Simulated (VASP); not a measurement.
These are RPBE GGA, VASP's PBE PAW potentials (set 64) (plane waves; VASP 6.6.1) values and carry that method's errors.

The input files of a VASP run:

File KPOINTS:
```
Automatic mesh
0
Gamma
8 8 8
0 0 0
```

**INCAR**
```
! general
SYSTEM   =  NiO
PREC     =  Accurate
ENCUT    =  520
LREAL    =  .FALSE.
LASPH    =  .TRUE.

! electronic loop
EDIFF    =  1E-6
NELM     =  100
ALGO     =  Normal
LMAXMIX  =  4

! smearing
ISMEAR   =  0
SIGMA    =  0.05

! functional
GGA      =  RP

! spin
ISPIN    =  2
MAGMOM   =  2.0 -2.0 2*0.0

! ions
IBRION   =  2
NSW      =  60
ISIF     =  3
EDIFFG   =  -0.02

! output
LWAVE    =  .FALSE.
LCHARG   =  .FALSE.
LORBIT   =  10
```

### POSCAR
```
NiO
1.0
  4.2381580420   2.1171947413   2.1171947413
  2.1171947413   4.2381580420   2.1171947413
  2.1171947413   2.1171947413   4.2381580420
Ni O
2 2
Cartesian
  0.0000000000   0.0000000000   0.0000000000
  4.2362737623   4.2362737623   4.2362737623
  2.1181368812   2.1181368812   2.1181368811
  6.3544106435   6.3544106435   6.3544106435
```

POTCAR, in this order: Ni O (PBE.64 set). Program: vasp_std.

What VASP printed:

**OSZICAR**
```
       N       E                     dE             d eps       ncg     rms          rms(c)
DAV:   1     0.260012744760E+03    0.26001E+03   -0.15873E+04  5312   0.209E+03
DAV:   2     0.573122949894E+01   -0.25428E+03   -0.23804E+03  5364   0.406E+02
DAV:   3    -0.249774131150E+02   -0.30709E+02   -0.29234E+02  6032   0.159E+02
DAV:   4    -0.259849035650E+02   -0.10075E+01   -0.10011E+01  5820   0.305E+01
DAV:   5    -0.260136057649E+02   -0.28702E-01   -0.28684E-01  6296   0.485E+00    0.199E+01
DAV:   6    -0.235343344318E+02    0.24793E+01   -0.51911E+01  7876   0.114E+02    0.237E+01
DAV:   7    -0.215127063862E+02    0.20216E+01   -0.83613E+00  6732   0.919E+01    0.901E+00
DAV:   8    -0.217985165609E+02   -0.28581E+00   -0.26318E+00  5868   0.142E+01    0.607E+00
DAV:   9    -0.217258258338E+02    0.72691E-01   -0.21600E-01  8036   0.118E+01    0.162E+00
DAV:  10    -0.217476184118E+02   -0.21793E-01   -0.89378E-02  6580   0.445E+00    0.709E-01
DAV:  11    -0.217454790010E+02    0.21394E-02   -0.12525E-02  8124   0.271E+00    0.141E-01
DAV:  12    -0.217459121486E+02   -0.43315E-03   -0.43284E-03  7476   0.739E-01    0.834E-02
DAV:  13    -0.217458778894E+02    0.34259E-04   -0.12706E-04  6500   0.130E-01    0.514E-02
DAV:  14    -0.217458836867E+02   -0.57973E-05   -0.25053E-04  7228   0.146E-01    0.326E-02
DAV:  15    -0.217458777362E+02    0.59505E-05   -0.19380E-05  6320   0.586E-02    0.183E-02
DAV:  16    -0.217458765871E+02    0.11490E-05   -0.13598E-05  5984   0.473E-02    0.418E-03
DAV:  17    -0.217458766618E+02   -0.74684E-07   -0.85478E-07  2688   0.159E-02
   1 F= -.21745877E+02 E0= -.21745877E+02  d E =-.217459E+02  mag=     0.0000
```

**OUTCAR**
```
------------------------ aborting loop because EDIFF is reached ----------------------------------------
  FORCE on cell =-STRESS in cart. coord.  units (eV):
  Direction    XX          YY          ZZ          XY          YZ          ZX
  --------------------------------------------------------------------------------------
  Total        0.0160434      0.0160434      0.0160434     -0.0339127     -0.0339127     -0.0339127
  in kB        0.6744159      0.6744159      0.6744159     -1.4255844     -1.4255844     -1.4255844
  external PRESSURE =       0.6744159 kB  Pullay stress =       0.0000000 kB
  volume of cell :       38.11
      direct lattice vectors                 reciprocal lattice vectors
     4.238158042  2.117194741  2.117194741     0.353665336 -0.117818541 -0.117818541
     2.117194741  4.238158042  2.117194741    -0.117818541  0.353665336 -0.117818541
     2.117194741  2.117194741  4.238158042    -0.117818541 -0.117818541  0.353665336
 POSITION                                       TOTAL-FORCE (eV/Angst)
 -----------------------------------------------------------------------------------
      0.00000      0.00000      0.00000         0.000000     -0.000000      0.000000
      4.23627      4.23627      4.23627         0.000000      0.000000     -0.000000
      2.11814      2.11814      2.11814        -0.000000      0.000000     -0.000000
      6.35441      6.35441      6.35441         0.000000      0.000000      0.000000
 -----------------------------------------------------------------------------------
    total drift:                                0.000000     -0.000000     -0.000000
  FREE ENERGIE OF THE ION-ELECTRON SYSTEM (eV)
  ---------------------------------------------------
  free  energy   TOTEN  =       -21.7458766618 eV

  energy  without entropy=      -21.7458766618  energy(sigma->0) =      -21.74587666

 total charge

# of ion       s       p       d       tot
------------------------------------------
    1        0.312   0.366   8.224   8.901
    2        0.312   0.366   8.224   8.901
    3        1.567   3.400   0.000   4.967
    4        1.567   3.400   0.000   4.967
--------------------------------------------------
tot          3.758   7.531  16.447  27.737

 magnetization (x)

# of ion       s       p       d       tot
------------------------------------------
    1       -0.009  -0.013   1.415   1.392
    2        0.009   0.013  -1.415  -1.392
    3        0.000   0.000   0.000   0.000
    4        0.000   0.000   0.000   0.000
--------------------------------------------------
tot          0.000   0.000   0.000   0.000

 reached required accuracy - stopping structural energy minimisation
```
(Selected blocks of OUTCAR.)

The compound is NiO in the rock salt, AFM-II order structure. It was relaxed first. The start is the result of an earlier pass.
